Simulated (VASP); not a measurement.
All values below come from PBE GGA, VASP's PBE PAW potentials (set 64) (plane waves; VASP 6.6.1).

VASP ran on this input.

File POSCAR:
```
SiC
1.0
  1.5708000000  -2.7207050000   0.0000000000
  1.5708000000   2.7207050000   0.0000000000
  0.0000000000   0.0000000000   5.1510000000
Si C
2 2
Direct
  0.6666670000   0.3333330000   0.5000000000
  0.3333330000   0.6666670000   0.0000000000
  0.6666670000   0.3333330000   0.8750000000
  0.3333330000   0.6666670000   0.3750000000
```

KPOINTS:
```
Automatic mesh
0
gamma
2 2 1
0 0 0
```

### INCAR
```
ISIF=2   ! forces and stress, cell fixed
PREC=Accurate
ENCUT=520   ! plane-wave cut-off (eV)
LASPH=.TRUE.   ! aspherical one-centre terms
NELM=100
ALGO=Normal
SIGMA=0.05   ! width (eV)
EDIFF=1E-6
GGA=PE   ! PBE
LREAL=.FALSE.   ! projection in real space or not
LCHARG=.FALSE.
SYSTEM=SiC
ISMEAR=0
LWAVE=.FALSE.
```

POTCAR, in this order: Si C (PBE.64 set). Program: vasp_std.

The resulting files:

**OUTCAR**
```
 ion  position               nearest neighbor table
   1  0.667  0.333  0.500-   4 1.92   4 1.92   4 1.92   3 1.93
   2  0.333  0.667  0.000-   3 1.92   3 1.92   3 1.92   4 1.93
   3  0.667  0.333  0.875-   2 1.92   2 1.92   2 1.92   1 1.93
   4  0.333  0.667  0.375-   1 1.92   1 1.92   1 1.92   2 1.93
  LATTYP: Found a hexagonal cell.
 ALAT       =     3.1415996462
 C/A-ratio  =     1.6396105743
 Subroutine PRICEL returns:
 Original cell was already a primitive cell.
 Subroutine GETGRP returns: Found 12 space group operations
The static configuration has the point symmetry C_3v.
 The point group associated with its full space group is C_6v.
The dynamic configuration has the point symmetry C_3v.
 Subroutine INISYM returns: Found 12 space group operations
 Subroutine IBZKPT returns following result:
 Found      2 irreducible k-points:

 Following reciprocal coordinates:
            Coordinates               Weight
  0.000000  0.000000  0.000000      1.000000
  0.500000  0.000000  0.000000      3.000000
   k-points           NKPTS =      2   k-points in BZ     NKDIM =      2   number of bands    NBANDS=     12
   number of dos      NEDOS =    301   number of ions     NIONS =      4
   total plane-waves  NPLWV =  23040
   dimension x,y,z NGX =    24 NGY =   24 NGZ =   40
   dimension x,y,z NGXF=    48 NGYF=   48 NGZF=   80
   ions per type =               2   2
   PREC   = accura    normal or accurate (medium, high low for compatibility)
   ISTART =      0    job   : 0-new  1-cont  2-samecut
   ICHARG =      2    charge: 1-file 2-atom 10-const
   ISPIN  =      1    spin polarized calculation?
   LNONCOLLINEAR =      F non collinear calculations
   LSORBIT =      F    spin-orbit coupling
   INIWAV =      1    electr: 0-lowe 1-rand  2-diag
   ENCUT  =  520.0 eV  38.22 Ry    6.18 a.u.   5.84  5.84  9.58*2*pi/ulx,y,z
   NELM   =    100;   NELMIN=  2; NELMDL= -5     # of ELM steps
   EDIFF  = 0.1E-05   stopping-criterion for ELM
   LREAL  =      F    real-space projection
   NLSPLINE    = F    spline interpolate recip. space projectors
...
```

**OSZICAR**
```
       N       E                     dE             d eps       ncg     rms          rms(c)
DAV:   1     0.444632564653E+02    0.44463E+02   -0.70699E+03    48   0.117E+03
DAV:   2    -0.283678818631E+02   -0.72831E+02   -0.63094E+02    72   0.181E+02
DAV:   3    -0.323074488843E+02   -0.39396E+01   -0.39033E+01    64   0.446E+01
DAV:   4    -0.323609657074E+02   -0.53517E-01   -0.53466E-01    60   0.620E+00
DAV:   5    -0.323620187972E+02   -0.10531E-02   -0.10528E-02    64   0.837E-01    0.122E+01
DAV:   6    -0.285360236888E+02    0.38260E+01   -0.12236E+01    52   0.214E+01    0.530E+00
DAV:   7    -0.284402919249E+02    0.95732E-01   -0.77246E-01    68   0.593E+00    0.247E+00
DAV:   8    -0.284272583251E+02    0.13034E-01   -0.33836E-02    48   0.157E+00    0.552E-01
DAV:   9    -0.284282039393E+02   -0.94561E-03   -0.42895E-03    52   0.570E-01    0.140E-01
DAV:  10    -0.284286266351E+02   -0.42270E-03   -0.98147E-04    56   0.220E-01    0.531E-02
DAV:  11    -0.284286200543E+02    0.65808E-05   -0.19734E-04    52   0.934E-02    0.127E-02
DAV:  12    -0.284286213776E+02   -0.13233E-05   -0.75536E-06    60   0.217E-02    0.304E-03
DAV:  13    -0.284286220403E+02   -0.66267E-06   -0.36559E-07    24   0.539E-03
   1 F= -.28428622E+02 E0= -.28428622E+02  d E =-.197831E-10
```

OUTCAR:
```
------------------------ aborting loop because EDIFF is reached ----------------------------------------
  FORCE on cell =-STRESS in cart. coord.  units (eV):
  Direction    XX          YY          ZZ          XY          YZ          ZX
  --------------------------------------------------------------------------------------
  Total       -0.7251975     -0.7251973     -6.0633685      0.0000000      0.0000000      0.0000000
  in kB      -26.3902177    -26.3902098   -220.6483337      0.0000000      0.0000000      0.0000000
  external PRESSURE =     -91.1429204 kB  Pullay stress =       0.0000000 kB
  volume of cell :       44.03
      direct lattice vectors                 reciprocal lattice vectors
     1.570800000 -2.720705000  0.000000000     0.318309142 -0.183775896  0.000000000
     1.570800000  2.720705000  0.000000000     0.318309142  0.183775896  0.000000000
     0.000000000  0.000000000  5.151000000     0.000000000  0.000000000  0.194137061
  FREE ENERGIE OF THE ION-ELECTRON SYSTEM (eV)
  ---------------------------------------------------
  free  energy   TOTEN  =       -28.4286220403 eV

  energy  without entropy=      -28.4286220403  energy(sigma->0) =      -28.42862204
```
(Selected blocks of OUTCAR.)

The compound is SiC in the wurtzite structure, the rare 2H polytype. The cell was not relaxed at this level. The k-mesh is coarse (spacing up to 1.22 per Å, 2π included), so the numbers may not be converged in it. The run is one of a series of settings (KPOINTS 2×2×1 Γ-centred mesh against the base run), some of them coarse on purpose.
